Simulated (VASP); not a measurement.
VASP runs on BaTe (space group Fm-3m) share one base input (HSE06 screened hybrid, plane waves, VASP's PBE PAW potentials (set 64)) and change the settings named in each case.

INCAR:
```
AEXX = 0.25
ALGO = Normal
EDIFF = 1E-6
ENCUT = 300
GGA = PE
HFSCREEN = 0.2
ISIF = 2
ISMEAR = 0
ISYM = 3
LASPH = T
LCHARG = F
LHFCALC = T
LMAXMIX = 4
LREAL = F
LWAVE = F
NELM = 100
PREC = Accurate
PRECFOCK = Fast
SIGMA = 0.01
SYSTEM = BaTe
```

### POSCAR
```
BaTe
1
    0.0000000000     3.4694130000     3.4694130000
    3.4694130000     0.0000000000     3.4694130000
    3.4694130000     3.4694130000     0.0000000000
Ba Te
1 1
Direct
  0.0000000000   0.0000000000   0.0000000000
  0.5000000000   0.5000000000   0.5000000000
```

KPOINTS:
```
Automatic mesh
0
Gamma
4 4 4
0 0 0
```

POTCAR, in this order: Ba_sv Te (PBE.64 set). Program: vasp_std.

```
change                                                                           E(σ→0) (eV/atom)  pressure (GPa)
-------------------------------------------------------------------------------  ----------------  --------------
base run                                                                                  -4.8973            1.80
AEXX removed, HFSCREEN removed, ISYM removed, LHFCALC removed, PRECFOCK removed           -4.2921      (withheld)
HFRCUT = -1, HFSCREEN removed                                                             -5.1584            1.79
KPOINTS 1×1×1 Γ-centred mesh                                                              -2.0356           16.56
KPOINTS 2×2×2 Γ-centred mesh                                                              -4.7140            3.23
KPOINTS 3×3×3 Γ-centred mesh                                                              -4.8793      (withheld)
KPOINTS 5×5×5 Γ-centred mesh                                                              -4.9005            1.76
ENCUT = 240                                                                               -4.8990            1.78
ENCUT = 180                                                                               -4.9057            1.76
KPOINTS 1×1×1 Γ-centred mesh shifted by (0.5, 0.5, 0.5)                                   -6.2204           -7.52
EDIFF = 1E-10                                                                             -4.8973            1.80
```

Complete the blanks.

- AEXX removed, HFSCREEN removed, ISYM removed, LHFCALC removed, PRECFOCK removed, pressure (GPa): 2.17
- KPOINTS 3×3×3 Γ-centred mesh, pressure (GPa): 1.99

Energies of different potentials or functionals have different zeros.  Unless said otherwise, spin-orbit coupling is left out, though it shifts the bands of the heavy elements here.

Left out are runs that ran out of time, are held back, or changed the cell or the kind of run, fixed moments of cells without a moment, rows past the twelfth, gaps on odd meshes, pressures of charged cells and columns that move by less than the noise.

The structure comes from a computed database's BaTe entry; how it stands against other phases isn't given here. The cell was not relaxed at this level, its lattice was scaled by up to 2.5 %.
